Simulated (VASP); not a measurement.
Output of a VASP run:

OSZICAR:
```
       N       E                     dE             d eps       ncg     rms          rms(c)
DAV:   1     0.241746392042E+03    0.24175E+03   -0.17175E+04   616   0.144E+03
DAV:   2    -0.884133797027E+00   -0.24263E+03   -0.23771E+03   670   0.351E+02
DAV:   3    -0.141390151326E+02   -0.13255E+02   -0.13215E+02   748   0.831E+01
DAV:   4    -0.142558629539E+02   -0.11685E+00   -0.11683E+00   664   0.758E+00
DAV:   5    -0.142568597729E+02   -0.99682E-03   -0.99679E-03   748   0.637E-01    0.995E+00
DAV:   6    -0.135656236012E+02    0.69124E+00   -0.15867E+00   774   0.136E+01    0.751E+00
DAV:   7    -0.135202375396E+02    0.45386E-01   -0.58917E-01   694   0.443E+00    0.249E+00
DAV:   8    -0.135106084718E+02    0.96291E-02   -0.86036E-02   640   0.329E+00    0.403E-01
DAV:   9    -0.135099780824E+02    0.63039E-03   -0.10423E-02   712   0.137E+00    0.132E-01
DAV:  10    -0.135098438570E+02    0.13423E-03   -0.76763E-04   742   0.370E-01    0.473E-02
DAV:  11    -0.135098585528E+02   -0.14696E-04   -0.78838E-05   688   0.695E-02    0.138E-02
DAV:  12    -0.135098571901E+02    0.13627E-05   -0.21275E-05   736   0.562E-02    0.776E-03
DAV:  13    -0.135098569924E+02    0.19767E-06   -0.25604E-06   506   0.206E-02
   1 F= -.13509857E+02 E0= -.13509857E+02  d E =-.135099E+02
       N       E                     dE             d eps       ncg     rms          rms(c)
DAV:   1    -0.135539426155E+02   -0.44085E-01   -0.96095E-01   652   0.110E+01    0.157E+00
DAV:   2    -0.135153628707E+02    0.38580E-01   -0.11014E-01   628   0.437E+00    0.539E-01
DAV:   3    -0.135116275171E+02    0.37354E-02   -0.10937E-02   670   0.914E-01    0.487E-01
DAV:   4    -0.135109537107E+02    0.67381E-03   -0.86809E-04   634   0.207E-01    0.755E-02
DAV:   5    -0.135108629038E+02    0.90807E-04   -0.37919E-04   712   0.239E-01    0.244E-02
DAV:   6    -0.135108644058E+02   -0.15021E-05   -0.36372E-05   658   0.542E-02    0.844E-03
DAV:   7    -0.135108643993E+02    0.65752E-08   -0.64860E-07   404   0.620E-03
   2 F= -.13510864E+02 E0= -.13510864E+02  d E =-.100741E-02
       N       E                     dE             d eps       ncg     rms          rms(c)
DAV:   1    -0.135150049380E+02   -0.41405E-02   -0.86499E-02   652   0.327E+00    0.457E-01
DAV:   2    -0.135114848355E+02    0.35201E-02   -0.10253E-02   634   0.133E+00    0.155E-01
DAV:   3    -0.135111541790E+02    0.33066E-03   -0.10249E-03   664   0.275E-01    0.140E-01
DAV:   4    -0.135110994532E+02    0.54726E-04   -0.79104E-05   616   0.699E-02    0.200E-02
DAV:   5    -0.135110913653E+02    0.80879E-05   -0.36342E-05   718   0.747E-02    0.879E-03
DAV:   6    -0.135110914903E+02   -0.12505E-06   -0.34769E-06   596   0.167E-02
   3 F= -.13511091E+02 E0= -.13511091E+02  d E =-.123450E-02
```

File OUTCAR:
```
------------------------ aborting loop because EDIFF is reached ----------------------------------------
  FORCE on cell =-STRESS in cart. coord.  units (eV):
  Direction    XX          YY          ZZ          XY          YZ          ZX
  --------------------------------------------------------------------------------------
  Total       -0.0145545     -0.0145545      0.0065553      0.0000000     -0.0000000      0.0000000
  in kB       -0.2131770     -0.2131770      0.0960136      0.0000000     -0.0000000      0.0000000
  external PRESSURE =      -0.1101135 kB  Pullay stress =       0.0000000 kB
  volume of cell :      109.39
      direct lattice vectors                 reciprocal lattice vectors
     2.131097595 -3.691169081 -0.000000000     0.234620883 -0.135458439  0.000000000
     2.131097595  3.691169081 -0.000000000     0.234620883  0.135458439  0.000000000
     0.000000000  0.000000000  6.952968665     0.000000000  0.000000000  0.143823458
  FREE ENERGIE OF THE ION-ELECTRON SYSTEM (eV)
  ---------------------------------------------------
  free  energy   TOTEN  =       -13.5110914903 eV

  energy  without entropy=      -13.5110914903  energy(sigma->0) =      -13.51109149

 reached required accuracy - stopping structural energy minimisation
```
(Selected blocks of OUTCAR.)

POSCAR:
```
CdSe
1
    2.1255110317    -3.6814928706     0.0000000000
    2.1255110317     3.6814928706     0.0000000000
    0.0000000000     0.0000000000     6.9347776351
Cd Se
2 2
Direct
  0.6666670000   0.3333330000   0.4999997424
  0.3333330000   0.6666670000   0.9999997424
  0.6666670000   0.3333330000   0.8760002576
  0.3333330000   0.6666670000   0.3760002576
```

Task: Write an INCAR and KPOINTS that could have produced this output.

Result: One answer among several that fit: the input of the run itself, LDA (Ceperley-Alder, Perdew-Zunger), plane waves, VASP's LDA PAW potentials (set 64).

**INCAR**
```
! general
SYSTEM  = CdSe
PREC    = Accurate
ENCUT   = 500
LREAL   = .False.
LASPH   = .True.

! electronic loop
EDIFF   = 1E-6
NELM    = 100
ALGO    = Normal
LMAXMIX = 4

! smearing
ISMEAR  = 0
SIGMA   = 0.05

! ions
IBRION  = 2
NSW     = 40
ISIF    = 3
EDIFFG  = -0.02

! output
LWAVE   = .False.
LCHARG  = .False.
```

File KPOINTS:
```
Regular mesh
0
G
  6 6 3
0 0 0
```

POTCAR, in this order: Cd Se (LDA.64 set). Program: vasp_std.

The compound is CdSe in the wurtzite structure. This run relaxes it. Symmetry was kept, so distortions that lower it aren't found.
